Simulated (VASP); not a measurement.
An input for Ansatz (written as the equivalent of a VASP run, and not itself run):

Ansatz 0.2 input:
```yaml
crystal:
  lattice:
    - [0.0000000, 2.2738141, 2.2738141]
    - [2.2738141, 0.0000000, 2.2738141]
    - [2.2738141, 2.2738141, 0.0000000]
  atoms:
    - { symbol: Ga, position: [0.0000000, 0.0000000, 0.0000000] }
    - { symbol: N, position: [0.2500000, 0.2500000, 0.2500000] }
kpoints:
  mp_grid: { grid: [10, 10, 10] }
hamiltonian:
  xc: pbe
  pseudopotentials: { kind: paw }
scf:
  occupations: { method: gaussian, width: 0.05 }
  max_iter: 100
relax:
  max_steps: 40
  f_tol: 0.02
  cell: {}
output: { forces: true, stress: true, eigenvalues: true }
```

Task: Write the VASP files for the same calculation (PBE).

Result: This is not unique; one that fits is 
KPOINTS:
```
Regular mesh
0
Gamma
 10 10 10
0 0 0
```

File POSCAR:
```
GaN
1
    0.0000000000     2.2738141419     2.2738141419
    2.2738141419     0.0000000000     2.2738141419
    2.2738141419     2.2738141419     0.0000000000
Ga N
1 1
Direct
  0.0000000000   0.0000000000   0.0000000000
  0.2500000000   0.2500000000   0.2500000000
```

INCAR:
```
SYSTEM = GaN
PREC = Accurate
ENCUT = 620
EDIFF = 1E-6
NELM = 100
ALGO = Normal
LREAL = .FALSE.
LASPH = .TRUE.
ISMEAR = 0
SIGMA = 0.05
GGA = PE
LMAXMIX = 4
LWAVE = .FALSE.
LCHARG = .FALSE.
IBRION = 2
ISIF = 3
NSW = 40
EDIFFG = -0.02
```

POTCAR, in this order: Ga_d N (PBE.64 set). Program: vasp_std.

What does not carry over: each code has its own PAW files, so the cut-off isn't converted (ENCUT is set for VASP's; basis.ecutwfc is left out, and Ansatz then takes the one that its files recommend); Ansatz stops its SCF on the density residual and VASP on the energy change (EDIFF).

The compound is GaN in the zinc blende structure, a metastable form; wurtzite is the usual one. It was relaxed first.
